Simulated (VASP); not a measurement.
# Ti2RuC3 (P-3m1) in VASP: notebook

Runs on Ti2RuC3. Level: PBE. Tasks: relaxation of cell and atoms.

Program: VASP 6.6.1. These are calculated values, not measurements. Logs are shortened: lines on timing, memory, paths and dates and some standing lists are left out, and cuts for length are marked.

## 1. The crystal as given

Symmetry: P-3m1, No. 164, trigonal system. Conventional cell: a = 3.395 Å, b = 3.395 Å, c = 8.244 Å, α = 90.00°, β = 90.00°, γ = 120.00°. Ti (site symmetry 3m) is surrounded by 6 C at 2.42 to 2.43 Å. Ru (site symmetry -3m) is surrounded by 6 C at 2.34 Å. C (site symmetry 3m) is surrounded by 3 Ru at 2.34 Å and 3 Ti at 2.42 Å. Around C (site symmetry -3m) lie 6 Ti at 2.43 Å.

The cell was built by a generator and needn't be a form met in nature.

## 2. Relaxation of cell and atoms, PBE

The input, INCAR:

```
ALGO     = Fast           # electronic algorithm
EDIFF    = 1E-4           # SCF threshold, eV
EDIFFG   = -0.08          # ionic threshold
ENCUT    = 520            # plane-wave cutoff, eV
GGA      = PE             # functional
IBRION   = 2              # ionic algorithm
ISIF     = 3              # what is computed and relaxed
ISMEAR   = 0              # smearing method
LASPH    = T              # aspherical terms in the spheres
LCHARG   = F              # write CHGCAR
LREAL    = F              # projectors in reciprocal space
LWAVE    = F              # write WAVECAR
NELM     = 60             # most SCF steps
NSW      = 24             # ionic steps
PREC     = Normal         # precision mode
SIGMA    = 0.15           # smearing width, eV
```

The input, KPOINTS:

```
k-points
0
Gamma
  6 6 2
```

The input, POSCAR:

```
Ti2RuC3
1.0
    3.3951512000      0.0000000000      0.0000000000
   -1.6975756000      2.9402871900      0.0000000000
    0.0000000000      0.0000000000      8.2442614700
Ti Ru C
2 1 3
Direct
    0.3333333300      0.6666666700      0.6735060200
    0.6666666700      0.3333333300      0.3264939800
    0.0000000000      0.0000000000      0.0000000000
    0.3333333300      0.6666666700      0.1539180000
    0.6666666700      0.3333333300      0.8460820000
    0.0000000000      0.0000000000      0.5000000000
```

Potentials or basis: VASP PAW PBE potentials, release 64 (Ti_sv, Ru_pv, C).

Launch:

```
$ cat potpaw_PBE.64/Ti_sv/POTCAR potpaw_PBE.64/Ru_pv/POTCAR potpaw_PBE.64/C/POTCAR > POTCAR
$ mpirun -np 1 vasp_std > vasp.out
```

OUTCAR:

```text
EDIFF = 1E-4
   EDIFFG = -0.08
   ENCUT = 520
   GGA = PE
   IBRION = 2
   ISIF = 3
   ISMEAR = 0
   LASPH = T
   LREAL = F
   NELM = 60
   NSW = 24
   PREC = Normal

 ion  position               nearest neighbor table
   1  0.333  0.667  0.674-   5 2.42   5 2.42   5 2.42   6 2.43   6 2.43   6 2.43
   2  0.667  0.333  0.326-   4 2.42   4 2.42   4 2.42   6 2.43   6 2.43   6 2.43
   3  0.000  0.000  0.000-   4 2.34   5 2.34   5 2.34   4 2.34   5 2.34   4 2.34
   4  0.333  0.667  0.154-   3 2.34   3 2.34   3 2.34   2 2.42   2 2.42   2 2.42
   5  0.667  0.333  0.846-   3 2.34   3 2.34   3 2.34   1 2.42   1 2.42   1 2.42
   6  0.000  0.000  0.500-   1 2.43   2 2.43   2 2.43   1 2.43   2 2.43   1 2.43

  LATTYP: Found a hexagonal cell.
 ALAT       =     3.3951512000
 C/A-ratio  =     2.4282457494

  Lattice vectors:

 A1 = (   3.3951512000,   0.0000000000,   0.0000000000)
 A2 = (  -1.6975756000,   2.9402871900,   0.0000000000)
 A3 = (   0.0000000000,   0.0000000000,   8.2442614700)

Analysis of symmetry for initial positions (statically):
=====================================================================
 Subroutine PRICEL returns:
 Original cell was already a primitive cell.

 Routine SETGRP: Setting up the symmetry group for a
 hexagonal supercell.

 Subroutine GETGRP returns: Found 12 space group operations
 (whereof 12 operations were pure point group operations)
 out of a pool of 24 trial point group operations.

The static configuration has the point symmetry D_3d.

Analysis of symmetry for dynamics (positions and initial velocities):
=====================================================================
 Subroutine PRICEL returns:
 Original cell was already a primitive cell.

 Routine SETGRP: Setting up the symmetry group for a
 hexagonal supercell.

 Subroutine GETGRP returns: Found 12 space group operations
 (whereof 12 operations were pure point group operations)
 out of a pool of 24 trial point group operations.

The dynamic configuration has the point symmetry D_3d.

 Subroutine INISYM returns: Found 12 space group operations
 (whereof 12 operations are pure point group operations),
 and found     1 'primitive' translations

----------------------------------------------------------------------------------------

                                     Primitive cell

  volume of cell :      82.3002

  direct lattice vectors                    reciprocal lattice vectors
     3.395151200  0.000000000  0.000000000     0.294537692  0.170051416  0.000000000
    -1.697575600  2.940287190  0.000000000     0.000000000  0.340102832  0.000000000
     0.000000000  0.000000000  8.244261470     0.000000000  0.000000000  0.121296493

  length of vectors
     3.395151200  3.395151201  8.244261470     0.340102832  0.340102832  0.121296493

  position of ions in fractional coordinates (direct lattice)
     0.333333330  0.666666670  0.673506020
     0.666666670  0.333333330  0.326493980
     0.000000000  0.000000000  0.000000000
     0.333333330  0.666666670  0.153918000
     0.666666670  0.333333330  0.846082000
     0.000000000  0.000000000  0.500000000

  ion indices of the primitive-cell ions
   primitive index   ion index
                 1           1
                 2           2
                 3           3
                 4           4
                 5           5
                 6           6

----------------------------------------------------------------------------------------

 KPOINTS: k-points

Automatic generation of k-mesh.
 Grid dimensions read from file:
 generate k-points for:    6    6    2

 Generating k-lattice:

  Cartesian coordinates                     Fractional coordinates (reciprocal lattice)
     0.049089615  0.028341903  0.000000000     0.166666667  0.000000000  0.000000000
     0.000000000  0.056683805  0.000000000     0.000000000  0.166666667  0.000000000
     0.000000000  0.000000000  0.060648246     0.000000000  0.000000000  0.500000000

  Length of vectors
     0.056683805  0.056683805  0.060648246

  Shift w.r.t. Gamma in fractional coordinates (k-lattice)
     0.000000000  0.000000000  0.000000000

 Subroutine IBZKPT returns following result:
 ===========================================

 Found     14 irreducible k-points:

 Following reciprocal coordinates:
            Coordinates               Weight
  0.000000  0.000000  0.000000      1.000000
  0.166667 -0.000000  0.000000      6.000000
  0.333333 -0.000000  0.000000      6.000000
  0.500000 -0.000000  0.000000      3.000000
  0.166667  0.166667  0.000000      6.000000
  0.333333  0.166667  0.000000     12.000000
  0.333333  0.333333  0.000000      2.000000
  0.000000  0.000000  0.500000      1.000000
  0.166667 -0.000000  0.500000      6.000000
  0.333333 -0.000000  0.500000      6.000000
  0.500000 -0.000000  0.500000      3.000000
  0.166667  0.166667  0.500000      6.000000
  0.333333  0.166667  0.500000     12.000000
  0.333333  0.333333  0.500000      2.000000
   k-points           NKPTS =     14   k-points in BZ     NKDIM =     14   number of bands    NBANDS=     30
   number of dos      NEDOS =    301   number of ions     NIONS =      6
   total plane-waves  NPLWV =  19200
   dimension x,y,z NGX =    20 NGY =   20 NGZ =   48
   dimension x,y,z NGXF=    40 NGYF=   40 NGZF=   96
   ions per type =               2   1   3
   NGX,Y,Z   is equivalent  to a cutoff of   9.79,  9.79,  9.68 a.u.
   NGXF,Y,Z  is equivalent  to a cutoff of  19.59, 19.59, 19.36 a.u.
 SYSTEM =  unknown system
   PREC   = normal    normal or accurate (medium, high low for compatibility)
   ISTART =      0    job   : 0-new  1-cont  2-samecut
   ICHARG =      2    charge: 1-file 2-atom 10-const
   ISPIN  =      1    spin polarized calculation?
   LNONCOLLINEAR =      F non collinear calculations
   LSORBIT =      F    spin-orbit coupling
   LASPH  =      T    aspherical Exc in radial PAW
   ENCUT  =  520.0 eV  38.22 Ry    6.18 a.u.   6.31  6.31 15.33*2*pi/ulx,y,z
   NELM   =     60;   NELMIN=  2; NELMDL= -5     # of ELM steps
   EDIFF  = 0.1E-03   stopping-criterion for ELM
   LREAL  =      F    real-space projection
   EDIFFG = -.8E-01   stopping-criterion for IOM
   NSW    =     24    number of steps for IOM
   IBRION =      2    ionic relax: 0-MD 1-quasi-New 2-CG
   NFREE  =      1    steps in history (QN), initial steepest desc. (CG)
   ISIF   =      3    stress and relaxation
   ISYM   =      2    0-nonsym 1-usesym 2-fastsym
   POTIM  = 0.5000    time-step for ionic-motion
   TEBEG  =    0.0;   TEEND  =   0.0 temperature during run
   PSTRESS=    0.0 pullay stress
   NELECT =      50.0000    total number of electrons
   NUPDOWN=      -1.0000    fix difference up-down
   EMIN   =  10.00;   EMAX   =-10.00  energy-range for DOS
   EFERMI =   0.00;   METHOD = LEGACY
   ISMEAR =     0;   SIGMA  =   0.15  broadening in eV -4-tet -1-fermi 0-gaus
   EFERMI_NEDOS =   21; number of points for ismear=-14 and -15
   IALGO  =     68    algorithm
   IMIX   =      4    mixing-type and parameters
     AMIX     =   0.40;   BMIX     =  1.00
     AMIX_MAG =   1.60;   BMIX_MAG =  1.00
  volume/ion in A,a.u.               =      13.72        92.56
  Fermi-wavevector in a.u.,A,eV,Ry     =   1.386536  2.620174 26.156973  1.922483
  Thomas-Fermi vector in A             =   2.510843
   LORBIT       =      0    0 simple, 1 ext, 2 COOP (PROOUT), +10 PAW based schemes
   GGA     = PE    functional components
   LHFCALC =     F    Hartree Fock is set to
   AEXX    =    0.0000 exact exchange contribution
   IVDW    =     0    specifies the selected vdW correction
   LEPSILON=     F    determine dielectric tensor
   LRPA    =     F    only Hartree local field effects (RPA)
 conjugate gradient relaxation of ions
 non-spin polarized calculation
 RMM-DIIS sequential band-by-band and
 Gauss-broadening in eV      SIGMA  =   0.15
  energy-cutoff  :      520.00
  volume of cell :       82.30
 maximum number of plane-waves:      2233
   NGX = 13   NGY = 13   NGZ = 31

--------------------------------------- Ionic step        1  -------------------------------------------

 number of electron      49.9999951 magnetization

 Free energy of the ion-electron system (eV)
  ---------------------------------------------------
  ext. energy  EPLUGINS =         0.00000000
  ---------------------------------------------------
  free energy    TOTEN  =       -50.29797975 eV

  energy without entropy =      -50.24384519  energy(sigma->0) =      -50.27091247

 E-fermi :   6.7799     XC(G=0): -11.4504

 val. band max:        6.7577054076   @ k =   0.3333  -0.0000   0.0000
 cond. band min:       6.8323734733   @ k =   0.3333   0.1667   0.0000
 fundamental gap:      0.0746680657
 Fermi energy:         6.7799387876

 k-point     1 :       0.0000    0.0000    0.0000
  band No.  band energies     occupation
      1     -50.9899      2.00000
      2     -50.9837      2.00000
      3     -36.1489      2.00000
      4     -36.0342      2.00000
      5     -36.0342      2.00000
      6     -27.2424      2.00000
[... 713 lines left out ...]
 POSITION                                       TOTAL-FORCE (eV/Angst)
 -----------------------------------------------------------------------------------
     -0.00000      1.79494      4.85131        -0.000000     -0.000000      0.081674
      1.55446      0.89747      2.35312         0.000000      0.000000     -0.081674
      0.00000     -0.00000      0.00000        -0.000000      0.000000     -0.000000
     -0.00000      1.79494      1.14637        -0.000000     -0.000000      0.014073
      1.55446      0.89747      6.05806         0.000000      0.000000     -0.014073
      0.00000     -0.00000      3.60222        -0.000000      0.000000     -0.000000
 -----------------------------------------------------------------------------------
    total drift:                               -0.000000      0.000000      0.000000

  FREE ENERGIE OF THE ION-ELECTRON SYSTEM (eV)
  ---------------------------------------------------
  free  energy   TOTEN  =       -54.2526672599 eV

  energy  without entropy=      -54.2204039802  energy(sigma->0) =      -54.23653562

--------------------------------------- Ionic step        8  -------------------------------------------

 number of electron      50.0000000 magnetization

 Free energy of the ion-electron system (eV)
  ---------------------------------------------------
  ext. energy  EPLUGINS =         0.00000000
  ---------------------------------------------------
  free energy    TOTEN  =       -54.25282259 eV

  energy without entropy =      -54.22040296  energy(sigma->0) =      -54.23661278

 E-fermi :  10.6093     XC(G=0): -13.0566

 val. band max:       10.4561762057   @ k =   0.5000  -0.0000   0.0000
 cond. band min:      10.6312154192   @ k =   0.3333   0.1667   0.0000
 fundamental gap:      0.1750392135
 Fermi energy:        10.6093169468

 k-point     1 :       0.0000    0.0000    0.0000
  band No.  band energies     occupation
      1     -46.5191      2.00000
      2     -46.4859      2.00000
      3     -32.8795      2.00000
      4     -32.6407      2.00000
      5     -32.6407      2.00000
      6     -22.9722      2.00000
[... 473 lines left out ...]
 POSITION                                       TOTAL-FORCE (eV/Angst)
 -----------------------------------------------------------------------------------
     -0.00000      1.79460      4.85350        -0.000000     -0.000000      0.051011
      1.55417      0.89730      2.35411         0.000000      0.000000     -0.051011
      0.00000      0.00000      0.00000         0.000000      0.000000     -0.000000
     -0.00000      1.79460      1.14611         0.000000     -0.000000      0.028601
      1.55417      0.89730      6.06149         0.000000      0.000000     -0.028601
      0.00000     -0.00000      3.60380         0.000000      0.000000     -0.000000
 -----------------------------------------------------------------------------------
    total drift:                               -0.000000      0.000000      0.000000

  FREE ENERGIE OF THE ION-ELECTRON SYSTEM (eV)
  ---------------------------------------------------
  free  energy   TOTEN  =       -54.2528225888 eV

  energy  without entropy=      -54.2204029617  energy(sigma->0) =      -54.23661278

 reached required accuracy - stopping structural energy minimisation
```

Run time: 81 s. Hardware: 1 thread of Intel Xeon 6975P-C (Granite Rapids), shared host; peak memory 0.17 GiB.

Results:

* Free energy: -54.2528 eV
* Relaxed volume: 10.05 Å³/atom
* Relaxed cell: a = 3.108 Å, b = 3.108 Å, c = 7.208 Å, α = 90.00°, β = 90.00°, γ = 120.00°
* Space group after relaxing (to 0.05 Å): P-3m1 (No. 164)
* Energy gained by relaxing: 659.1 meV/atom
* Ionic steps: 8
* Pressure after relaxing: 0.5 GPa
* Largest force after relaxing: 0.051 eV/Å
* Band gap on the k mesh: none (metal or under the smearing width)

Forces on the atoms (eV/Å):
```
Ti   0.000  0.000  0.051
Ti   0.000  0.000 -0.051
Ru   0.000  0.000  0.000
C    0.000  0.000  0.029
C    0.000  0.000 -0.029
C    0.000  0.000  0.000
```

Step by step:
| step | energy change (eV) | largest force (eV/Å) | pressure (GPa) | volume (Å³) |
| --- | --- | --- | --- | --- |
| 1 | 0.0000 | 0.1002 | -43.40 | 82.30 |
| 2 | 1.3975 | 2.3611 | 144.08 | 45.49 |
| 3 | -3.8667 | 0.6502 | -4.82 | 61.69 |
| 4 | -3.8909 | 0.6952 | -1.13 | 60.87 |
| 5 | -3.8921 | 0.7148 | 0.57 | 60.49 |
| 6 | -3.9527 | 0.1445 | 0.54 | 60.34 |
| 7 | -3.9547 | 0.0817 | 0.53 | 60.30 |
| 8 | -3.9548 | 0.0510 | 0.46 | 60.31 |

Final structure:
```
CELL_PARAMETERS angstrom
3.10834 0.00000 0.00000
-1.55417 2.69190 0.00000
0.00000 0.00000 7.20761
ATOMIC_POSITIONS crystal
Ti 0.33333 0.66667 0.67339
Ti 0.66667 0.33333 0.32661
Ru 0.00000 0.00000 0.00000
C 0.33333 0.66667 0.15901
C 0.66667 0.33333 0.84099
C 0.00000 0.00000 0.50000
```

Caveat: the k mesh is coarse (spacing up to 0.38 Å⁻¹), so the values aren't converged; the volume moved by over 15 % at a fixed basis, so the end points are rough; the relaxation stopped at a loose force limit of 0.08 eV/Å, so its end isn't a converged minimum.

## 3. Relaxation of cell and atoms, PBE

This run uses another cell than the first one, of 12.38 Å³/atom, 0.902 times its volume.

INCAR is that of step 2.

The input, KPOINTS:

```
k-points
0
Gamma
  4 4 6
```

The input, POSCAR:

```
Ti2RuC3
1.0
    5.4719260600      0.0000000000      0.0000000000
   -2.7359630300      4.7388269800      0.0000000000
    0.0000000000      0.0000000000      2.8638591000
Ti Ru C
2 1 3
Direct
    0.3333333300      0.6666666700      0.0000000000
    0.6666666700      0.3333333300      0.0000000000
    0.0000000000      0.0000000000      0.0000000000
    0.5000000000      0.0000000000      0.5000000000
    0.5000000000      0.5000000000      0.5000000000
    0.0000000000      0.5000000000      0.5000000000
```

Potentials or basis: VASP PAW PBE potentials, release 64 (Ti_sv, Ru_pv, C).

Launch:

```
$ cat potpaw_PBE.64/Ti_sv/POTCAR potpaw_PBE.64/Ru_pv/POTCAR potpaw_PBE.64/C/POTCAR > POTCAR
$ mpirun -np 1 vasp_std > vasp.out
```

Run time: 46 s. Hardware: 1 thread of Intel Xeon 6975P-C (Granite Rapids), shared host; peak memory 0.16 GiB.

Results (log left out):

* Free energy: -48.6233 eV
* Relaxed volume: 11.17 Å³/atom
* Relaxed cell: a = 5.103 Å, b = 5.103 Å, c = 2.972 Å, α = 90.00°, β = 90.00°, γ = 120.00°
* Space group after relaxing (to 0.05 Å): P6/mmm (No. 191)
* Energy gained by relaxing: 89.1 meV/atom
* Ionic steps: 4
* Pressure after relaxing: 0.4 GPa
* Band gap on the k mesh: none (metal or under the smearing width)

Stress tensor (GPa, compression positive):
```
0.26 0.00 0.00
0.00 0.26 0.00
0.00 0.00 0.67
```

The path:
```csv
step,energy change (eV),largest force (eV/Å),pressure (GPa),volume (Å³)
1,0.0000,0.0000,-12.41,74.26
2,-0.3042,0.0000,12.50,64.36
3,-0.3677,0.0000,3.97,67.19
4,-0.5349,0.0000,0.39,67.04
```

Final structure:
```xyz
6
Lattice="5.1034 0.0000 0.0000 -2.5517 4.4197 0.0000 0.0000 0.0000 2.9722" Properties=species:S:1:pos:R:3 pbc="T T T"
Ti    0.0000    2.9464    0.0000
Ti    2.5517    1.4732    2.9722
Ru    0.0000    0.0000    0.0000
C     2.5517    0.0000    1.4861
C     1.2758    2.2098    1.4861
C    -1.2758    2.2098    1.4861
```

Levels at points of the mesh, in eV from the Fermi level:
```
           k point  band 23  band 24  band 25  band 26  band 27  band 28
(0.00, 0.00, 0.00)    -0.82    -0.05    -0.05     0.53     1.52     1.52
(0.50, 0.00, 0.00)    -1.20    -0.61     0.33     0.72     1.43     2.28
(0.00, 0.00, 0.50)    -0.38    -0.38     1.00     1.00     1.02     2.68
(0.50, 0.00, 0.50)    -1.22    -1.03    -0.44     0.27     1.76     2.15
```

Caveat: the k mesh is coarse (spacing up to 0.37 Å⁻¹), so the values aren't converged; the relaxation stopped at a loose force limit of 0.08 eV/Å, so its end isn't a converged minimum.
